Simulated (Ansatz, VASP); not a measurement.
# Sb in two plane-wave programs, part 2 of 2

Wanted: the spread between two codes on one cell, functional and k mesh. The cell is taken from a series of VASP runs on this material, whose earlier steps may have relaxed, scaled or displaced it; both programs get it as it stands.

VASP 6.6.1 and Ansatz 0.2.0.

So far. Step 4 (Differences): The walks stopped with 0.01 GPa left in Ansatz and 0.00 GPa in VASP; each walk ends within a tolerance, so the volume difference is uncertain by about these residues over the bulk modulus, most in soft cells.

**5. Ansatz: zone-centre phonons, r2SCAN**

Level of this step: Ansatz beside VASP: Kohn-Sham DFT, plane waves, r2SCAN (Ansatz).

Second derivatives magnify differences that forces hide, and they need a tight electronic threshold. The cell compared in this pair holds 62.95 Å³, against 56.52 Å³ for the pair before.

The cell is taken from a series of VASP runs on this material, whose earlier steps may have relaxed, scaled or displaced it; both programs get it as it stands.

File input.yaml:

```yaml
crystal:
  lattice:
    - [2.1728400415, 1.2544897829, 3.8488184701]
    - [-2.1728400415, 1.2544897829, 3.8488184701]
    - [0.0, -2.5089795657, 3.8488184701]
  atoms:
    - { symbol: Sb, position: [0.7679302368, 0.7679302368, 0.7679302368] }
    - { symbol: Sb, position: [0.2320697632, 0.2320697632, 0.2320697632] }
hamiltonian:
  xc: r2scan
  pseudopotentials: { kind: paw }
kpoints:
  mp_grid: { grid: [12, 12, 12] }
scf:
  occupations: { method: methfessel_paxton, width: 0.15 }
phonons:
  method: dfpt
  qpoints: [[0, 0, 0]]
```

Command:

```
$ ansatz run input.yaml --threads 4 --pin off --max-ram 9216MiB --backend cpu --events-out ev --progress --plain --runs-dir out
```

Numbers of over 12 decimals in the logs are rounded to 6 here.

What it wrote:

```text
[...]
Crystal: 2 atoms, lattice volume = 62.947 Å³
Basis set: ecut = 500 eV, 1593 PW (Γ), exchange–correlation on 180×180×180 points (125 copies of the dense FFT grid, shifted against one another)
Bands: 19, of which v1, the nominal top of the filled ones, is band 15 counted from 1 (14 counted from 0)
Symmetry: 12 space group operations
k-points: 476 of 1728 (irreducible under 2 space group operations, time reversal used)
[...]
ASR residual per site (eV/Å²): 6.30e-5 6.30e-5
  Γ frequencies (cm⁻¹): 0.00 0.00 0.00 110.99 110.99 156.95
  non-analytic LO–TO correction: not included (Born effective charges unavailable; polar crystals: no LO–TO splitting at Γ)
--- Phonons (arbitrary-q DFPT): 1 explicit q-point ---
  q = [0, 0, 0] (of the zone-centre solve; hermiticity 1.54e-7, symmetrization 5.97e-8): 0.00 0.00 0.00 110.99 110.99 156.95
  sum rule: each row above includes the acoustic sum rule's correction from the zone centre's row sums; it moved no ω² by more than (0.38 cm⁻¹)²
[key lines of the parts left out:]
SCF converged after 10 iterations
Free energy (F): -12998.251842 eV
Fermi energy:    9.488818 eV
```

Run time: 3.7 min. Hardware: 4 threads of Arm Neoverse V1, shared host; peak memory 3.3 GiB.

**6. VASP: zone-centre phonons, r2SCAN**

The same cell, functional, mesh and smearing now go to VASP, with its own data sets and cutoff.

File INCAR:

```
SYSTEM = Sb
PREC = Accurate
ENCUT = 450
EDIFF = 1E-08
NELM = 100
ISMEAR = 1
SIGMA = 0.15
LREAL = .FALSE.
ALGO = Normal
METAGGA = R2SCAN
LASPH = .TRUE.
NBANDS = 11
LORBIT = 11
LWAVE = .FALSE.
LCHARG = .FALSE.
KPAR = 2
IBRION = 6
NFREE = 2
POTIM = 0.015
NSW = 1
ISIF = 2
```

File POSCAR:

```
Sb
1.0
    2.1728400415      1.2544897829      3.8488184701
   -2.1728400415      1.2544897829      3.8488184701
    0.0000000000     -2.5089795657      3.8488184701
Sb
2
Direct
    0.7679302368      0.7679302368      0.7679302368
    0.2320697632      0.2320697632      0.2320697632
```

File KPOINTS:

```
Automatic mesh
0
Gamma
12 12 12
0 0 0
```

The projector-augmented-wave data sets are Sb (PBE family, release 64).

Command:

```
$ mpirun -np 2 vasp_std
```

What it wrote:

```text
[banner, memory and clock lines left out]
running    2 mpi-ranks, on    1 nodes
[...]
[... a notice as in an earlier step ...]

 LDA part: xc-table for (None), standard interpolation
 POSCAR, INCAR and KPOINTS ok, starting setup
[...]
entering main loop
       N       E                     dE             d eps       ncg     rms          rms(c)
DAV:   1    -0.102881020394E+02   -0.10288E+02   -0.33858E+03  4158   0.653E+02
DAV:   2    -0.508743807947E+02   -0.40586E+02   -0.39363E+02  5507   0.111E+02
DAV:   3    -0.526382277131E+02   -0.17638E+01   -0.17471E+01  5109   0.262E+01
DAV:   4    -0.526531235383E+02   -0.14896E-01   -0.14893E-01  4710   0.288E+00
[...]
DAV:  13    -0.513930189509E+02   -0.10328E-06   -0.12585E-08  3120   0.786E-04    0.263E-04
DAV:  14    -0.513930190654E+02   -0.11454E-06   -0.14836E-09  2337   0.335E-04    0.631E-05
DAV:  15    -0.513930190652E+02    0.19361E-09   -0.24948E-10  2298   0.144E-04
   1 F= -.51393019E+02 E0= -.51393089E+02  d E =0.210770E-03
[... from here on, the cycles between the ionic steps are left out ...]
   2 F= -.51392694E+02 E0= -.51392763E+02  d E =0.208884E-03
   3 F= -.51392694E+02 E0= -.51392763E+02  d E =0.208884E-03
   4 F= -.51392413E+02 E0= -.51392474E+02  d E =0.183460E-03
   5 F= -.51392352E+02 E0= -.51392453E+02  d E =0.301110E-03
 Finite differences progress:
  Degree of freedom:   2/  2
  Displacement:        2/  2
  Total:               4/  4
```

From OUTCAR (step 6):

```text
  Total       -0.0659760     -0.0659760     -0.1213933      0.0000000     -0.0000000      0.0000000
  in kB       -1.6792800     -1.6792800     -3.0898109      0.0000000     -0.0000000      0.0000000
  external PRESSURE =      -2.1494570 kB  Pullay stress =       0.0000000 kB

 POSITION                                       TOTAL-FORCE (eV/Angst)
 -----------------------------------------------------------------------------------
      0.00000      0.00000      8.85187         0.000000      0.000000      0.085137
      0.00000      0.00000      2.67958         0.000000     -0.000000     -0.085137
 -----------------------------------------------------------------------------------
    total drift:                                0.000000     -0.000000      0.000002

  FREE ENERGIE OF THE ION-ELECTRON SYSTEM (eV)
  ---------------------------------------------------
  free  energy   TOTEN  =       -51.3923524996 eV

  energy  without entropy=      -51.3926536096  energy(sigma->0) =      -51.39245287

[... 1 part as in an earlier step ...]

[... 2 further parts left out ...]
[key lines of the parts left out:]
E-fermi :   6.7937
```

**7. Side by side**

What differs besides the data sets and the points named for the pairs above, as far as they apply: VASP keeps PBE cores, Ansatz makes them for the functional; the cutoff is 500 eV in Ansatz and 450 eV in VASP; VASP uses finite displacements, Ansatz perturbation theory. Total energies have different zeros and are not compared.

The two programs side by side:

| quantity | Ansatz | VASP | difference |
| --- | --- | --- | --- |
| optical mode 1 to 2 (cm⁻¹) | 111.0 | 113.7 | -2.40 % |
| optical mode 3 (cm⁻¹) | 156.9 | 159.0 | -1.29 % |

Modes are paired by rising frequency and degeneracy, not by their patterns, so a pair may still set unlike modes beside each other.

**8. Outcome**

| Property | Result |
| --- | --- |
| difference in volume (relaxation of cell and atoms, PBEsol with D3(BJ)) | -0.14 % |
| r.m.s. difference of the optical zone-centre modes, each program's sorted by frequency (zone-centre phonons, r2SCAN) | 2.5 cm⁻¹ |
| difference in optical mode 1 to 2 (zone-centre phonons, r2SCAN) | -2.4 % |

The difference in volume is -0.14 % (relaxation of cell and atoms, PBEsol with D3(BJ)), within the 1.2 % picked in this series as the mark of a large difference, as far as the stopping tolerances let one tell. Among the rows given in per cent, the largest difference of the zone-centre phonons, r2SCAN pair is in optical mode 1 to 2, -2.4 %. Such differences can come from data sets, numerical settings and the points named under the comparisons, not from the functional's error against experiment.

[Lines on the potential files, build, host, timing and source positions are cut from VASP's logs without a mark.]

[Logs are printed without paths, hosts, clocks, repeated set-up lines and the standing remarks that a program may print on its own settings, such as how far it seeks lower states.]

[Hosts, paths, dates, database ids (printed as entryN), source tags and the programs' standing remarks are cut or masked in the printed files.]
